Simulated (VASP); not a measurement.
VASP input:

**KPOINTS**
```
kpoints
0
gamma
 16 16 16
```

**INCAR**
```
SIGMA=0.1
PSTRESS=200
NELM=100
ENCUT=500
EDIFF=1E-6   # SCF stop (eV)
LCHARG=.FALSE.
EDIFFG=-0.02   # ionic stop
GGA=PS   # PBEsol
LWAVE=.FALSE.
ISMEAR=1   # Methfessel-Paxton
ISIF=3
IBRION=2
LASPH=.TRUE.   # aspherical one-centre terms
ALGO=Normal
PREC=Accurate
NSW=40   # most ionic steps
SYSTEM=Al
LREAL=.FALSE.
```

**POSCAR**
```
Al
1.0
  0.0000000000   1.9439182092   1.9439182092
  1.9439182092   0.0000000000   1.9439182092
  1.9439182092   1.9439182092   0.0000000000
Al
1
Cart
  0.0000000000   0.0000000000   0.0000000000
```

POTCAR, in this order: Al (PBE.64 set). Program: vasp_std.

### Question
Translate this PBEsol calculation to Ansatz.

### Answer
One equivalent input (not run):
Ansatz 0.2 input:
```yaml
crystal:
  lattice:
    - [0.0000000, 1.9439182, 1.9439182]
    - [1.9439182, 0.0000000, 1.9439182]
    - [1.9439182, 1.9439182, 0.0000000]
  atoms:
    - { symbol: Al, position: [0.0000000, 0.0000000, 0.0000000] }
kpoints:
  mp_grid: { grid: [16, 16, 16] }
hamiltonian:
  xc: pbesol
  pseudopotentials: { kind: paw }
scf:
  occupations: { method: methfessel_paxton, width: 0.1 }
  max_iter: 100
relax:
  max_steps: 40
  f_tol: 0.02
  cell: { p_target: 20 }
output: { forces: true, stress: true, eigenvalues: true }
```
Limits of the translation: each code has its own PAW files, so the cut-off isn't converted (ENCUT is set for VASP's; basis.ecutwfc is left out, and Ansatz then takes the one that its files recommend); Ansatz stops its SCF on the density residual and VASP on the energy change (EDIFF).

The compound is Al in the fcc structure. This run relaxes it under an external pressure of 20 GPa. Symmetry was kept, so distortions that lower it aren't found.
